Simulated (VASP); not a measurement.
VASP input:

**POSCAR**
```
La
2.05530
 -1.0000000961   1.0000000961   1.0000000961
  1.0000000961  -1.0000000961   1.0000000961
  1.0000000961   1.0000000961  -1.0000000961
La
1
Direct
  0.0000000000   0.0000000000   0.0000000000
```

**KPOINTS**
```
kpoints
0
G
 14 14 14
```

### INCAR
```
# general
SYSTEM  = La
PREC    = Accurate
ENCUT   = 400
LREAL   = F
LASPH   = T

# electronic loop
EDIFF   = 1E-7
NELM    = 100
ALGO    = Normal
LMAXMIX = 6

# smearing
ISMEAR  = -5

# functional
GGA     = PS

# ions
ISIF    = 2

# output
LWAVE   = F
LCHARG  = T
LORBIT  = 11
NEDOS   = 601
```

POTCAR, in this order: La (PBE.64 set). Program: vasp_std.

**Question.** Write an equivalent input for Quantum ESPRESSO's pw.x.

**Answer.** One equivalent input (not run):
```
&CONTROL
  calculation = 'scf'
  pseudo_dir = './pseudo'
  outdir = './out'
  tprnfor = .true.
  tstress = .true.
/
&SYSTEM
  ibrav = 0
  nat = 1
  ntyp = 1
  ecutwfc = 110
  occupations = 'tetrahedra'
  input_dft = 'pbesol'
/
&ELECTRONS
  conv_thr = 7.3e-09
  electron_maxstep = 100
/
ATOMIC_SPECIES
  La 138.905 La.upf
CELL_PARAMETERS angstrom
    -2.0553002    2.0553002    2.0553002
     2.0553002   -2.0553002    2.0553002
     2.0553002    2.0553002   -2.0553002
ATOMIC_POSITIONS crystal
  La   0.0000000  0.0000000  0.0000000
K_POINTS automatic
  14 14 14 0 0 0
```
What does not carry over: the potentials are each code's own (VASP's PAW set, PseudoDojo norm-conserving files in pw.x), so ENCUT and ecutwfc are chosen apart and not converted; conv_thr bounds pw.x's estimated SCF error, while EDIFF bounds the energy change between steps.

The structure was generated: La was put into the bcc type (Im-3m), which need not be its known phase. It was relaxed first, which changed the volume by -7 %.
